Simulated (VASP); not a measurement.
Given:

```
CELL_PARAMETERS angstrom
     -1.62324     1.62324     2.51243
      1.62324    -1.62324     2.51243
      1.62324     1.62324    -2.51243
ATOMIC_POSITIONS crystal
  In 0.00000 0.00000 0.00000
```

Computed with optB86b-vdW, VASP's PBE PAW potentials (set 64) (plane waves; VASP). Settings: 520 eV cut-off, Gaussian smearing of 0.050 eV, potentials In_d.

Q: Give the energies of bands 6 to 9 at the high-symmetry points, in eV from the Fermi level.

A: 
```
band      Γ      X      P      N      M      S      R
----  -----  -----  -----  -----  -----  -----  -----
6     -9.46  -1.83  -1.29  -4.33  -3.18  -2.67  -1.83
7     10.35  -1.64  -0.01  -3.27  -2.68  -1.22  -0.14
8     10.35   3.36  -0.01   7.18   4.83  -0.48   0.12
9     10.52   3.91   1.87   9.16   4.83   6.25   1.38
```

It has no gap at this level: it comes out as a metal or semimetal.

The compound is In in the bct structure. It was relaxed first.
